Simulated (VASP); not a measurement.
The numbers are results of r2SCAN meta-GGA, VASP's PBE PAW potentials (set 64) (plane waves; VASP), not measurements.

Input for VASP

### POSCAR
```
Ti
1
    2.6302074264    -0.0000000000     0.0000000000
    0.0000000000     2.6302074264    -0.0000000000
    0.0000000000    -0.0000000000     2.6302074264
Ti
1
Direct
  0.0000000000   0.0000000000   0.0000000000
```

INCAR:
```
ALGO = Normal
EDIFF = 1E-6
EDIFFG = -0.01
ENCUT = 400
IBRION = 2
ISIF = 3
ISMEAR = 1
LASPH = .TRUE.
LCHARG = .FALSE.
LMAXMIX = 4
LMIXTAU = .TRUE.
LREAL = .FALSE.
LWAVE = .FALSE.
METAGGA = R2SCAN
NELM = 100
NSW = 60
PREC = Accurate
SIGMA = 0.1
SYSTEM = Ti
```

**KPOINTS**
```
Automatic mesh
0
Gamma
12 12 12
0 0 0
```

POTCAR, in this order: Ti_sv (PBE.64 set). Program: vasp_std.

The run wrote:

File OUTCAR:
```
 ion  position               nearest neighbor table
   1  0.000  0.000  0.000-
  LATTYP: Found a simple cubic cell.
 ALAT       =     2.6302074264
 Subroutine PRICEL returns:
 Original cell was already a primitive cell.
 Subroutine GETGRP returns: Found 48 space group operations
The static configuration has the point symmetry O_h .
The dynamic configuration has the point symmetry O_h .
 Subroutine INISYM returns: Found 48 space group operations
 Subroutine IBZKPT returns following result:
 Found     84 irreducible k-points:

 Following reciprocal coordinates:
            Coordinates               Weight
  0.000000  0.000000  0.000000      1.000000
  0.083333  0.000000  0.000000      6.000000
  0.166667  0.000000  0.000000      6.000000
  0.250000  0.000000  0.000000      6.000000
  0.333333  0.000000  0.000000      6.000000
  0.416667  0.000000  0.000000      6.000000
  0.500000  0.000000  0.000000      3.000000
  0.083333  0.083333  0.000000     12.000000
  0.166667  0.083333  0.000000     24.000000
  0.250000  0.083333  0.000000     24.000000
  0.333333  0.083333  0.000000     24.000000
  0.416667  0.083333  0.000000     24.000000
  0.500000  0.083333  0.000000     12.000000
  0.166667  0.166667  0.000000     12.000000
  0.250000  0.166667  0.000000     24.000000
  0.333333  0.166667  0.000000     24.000000
  0.416667  0.166667  0.000000     24.000000
  0.500000  0.166667  0.000000     12.000000
  0.250000  0.250000  0.000000     12.000000
  0.333333  0.250000  0.000000     24.000000
  0.416667  0.250000  0.000000     24.000000
  0.500000  0.250000  0.000000     12.000000
  0.333333  0.333333  0.000000     12.000000
  0.416667  0.333333  0.000000     24.000000
  0.500000  0.333333  0.000000     12.000000
...
```

OSZICAR:
```
       N       E                     dE             d eps       ncg     rms          rms(c)
DAV:   1     0.632680246388E+02    0.63268E+02   -0.61114E+03  1688   0.123E+03
DAV:   2    -0.117844623099E+02   -0.75052E+02   -0.73309E+02  1728   0.295E+02
DAV:   3    -0.159567426770E+02   -0.41723E+01   -0.40228E+01  2334   0.728E+01
DAV:   4    -0.160804985771E+02   -0.12376E+00   -0.12218E+00  1968   0.103E+01
DAV:   5    -0.160845360368E+02   -0.40375E-02   -0.40343E-02  2220   0.153E+00    0.985E+00
DAV:   6    -0.120774723394E+02    0.40071E+01   -0.11608E+01  2050   0.473E+01    0.141E+00
DAV:   7    -0.121502690790E+02   -0.72797E-01   -0.18390E+00  1834   0.160E+01    0.181E+00
DAV:   8    -0.120445706971E+02    0.10570E+00   -0.83432E-02  1748   0.363E+00    0.148E+00
DAV:   9    -0.120545011970E+02   -0.99305E-02   -0.46420E-02  1794   0.286E+00    0.654E-01
DAV:  10    -0.118681315989E+02    0.18637E+00   -0.17318E-01  1698   0.447E+00    0.332E-01
DAV:  11    -0.119940702002E+02   -0.12594E+00   -0.62866E-02  1974   0.190E+00    0.309E-01
DAV:  12    -0.120181097017E+02   -0.24040E-01   -0.59476E-03  1758   0.638E-01    0.314E-01
DAV:  13    -0.120168614535E+02    0.12482E-02   -0.22052E-04  1778   0.142E-01    0.320E-01
DAV:  14    -0.120190523875E+02   -0.21909E-02   -0.70986E-03  2308   0.104E+00    0.200E-01
DAV:  15    -0.120186267620E+02    0.42563E-03   -0.11363E-03  1730   0.358E-01    0.143E-01
DAV:  16    -0.120187345381E+02   -0.10778E-03   -0.71783E-05  1844   0.947E-02    0.113E-01
DAV:  17    -0.120186479144E+02    0.86624E-04   -0.17162E-04  2232   0.172E-01    0.143E-02
DAV:  18    -0.120186714249E+02   -0.23510E-04   -0.14994E-05  1700   0.507E-02    0.337E-02
DAV:  19    -0.120186682124E+02    0.32124E-05   -0.71960E-06  1676   0.308E-02    0.119E-02
DAV:  20    -0.120186672010E+02    0.10114E-05   -0.13260E-06  1216   0.171E-02    0.416E-03
DAV:  21    -0.120186671969E+02    0.40384E-08   -0.54229E-07   850   0.843E-03
   1 F= -.12018667E+02 E0= -.12018460E+02  d E =-.120187E+02
```

**OUTCAR**
```
------------------------ aborting loop because EDIFF is reached ----------------------------------------
  FORCE on cell =-STRESS in cart. coord.  units (eV):
  Direction    XX          YY          ZZ          XY          YZ          ZX
  --------------------------------------------------------------------------------------
  Total       -0.0037355     -0.0037355     -0.0037355     -0.0000000     -0.0000000      0.0000000
  in kB       -0.3289165     -0.3289165     -0.3289165     -0.0000000     -0.0000000      0.0000000
  external PRESSURE =      -0.3289165 kB  Pullay stress =       0.0000000 kB
  volume of cell :       18.20
      direct lattice vectors                 reciprocal lattice vectors
     2.630207426  0.000000000  0.000000000     0.380198151  0.000000000  0.000000000
     0.000000000  2.630207426  0.000000000     0.000000000  0.380198151  0.000000000
     0.000000000  0.000000000  2.630207426     0.000000000  0.000000000  0.380198151
 POSITION                                       TOTAL-FORCE (eV/Angst)
 -----------------------------------------------------------------------------------
      0.00000      0.00000      0.00000         0.000000      0.000000      0.000000
 -----------------------------------------------------------------------------------
    total drift:                                0.000000      0.000000     -0.000000
  FREE ENERGIE OF THE ION-ELECTRON SYSTEM (eV)
  ---------------------------------------------------
  free  energy   TOTEN  =       -12.0186671969 eV

  energy  without entropy=      -12.0180448877  energy(sigma->0) =      -12.01845976

 reached required accuracy - stopping structural energy minimisation
```
(Selected blocks of OUTCAR.)

The structure was generated: Ti was put into the simple-cubic type (Pm-3m), which need not be its known phase. It was relaxed first, which changed the volume by -8 %. The start is the result of an earlier pass.
